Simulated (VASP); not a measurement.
The system is BAs.

```
B As
1.0
     0.00000    2.38850    2.38850
     2.38850    0.00000    2.38850
     2.38850    2.38850    0.00000
B As
1 1
Direct
  0.00000 0.00000 0.00000
  0.25000 0.25000 0.25000
```

Program: VASP 6.6.1. Alike in all runs: task single point; level PBE; potentials or basis VASP PAW PBE potentials, release 64 (B, As); no spin polarisation; cell as given; smearing gaussian 0.02 eV. Hardware: 1 thread of AMD EPYC 7R43 64-Core Processor (Zen 3), with other jobs on the host.

Order these runs on this cell by their wall time, lowest first.
A. k mesh 16 × 16 × 16; cutoff (eV) 520
B. k mesh 8 × 8 × 8; cutoff (eV) 400
C. k mesh 10 × 10 × 10; cutoff (eV) 520

B (11 s), C (26 s), A (68 s).
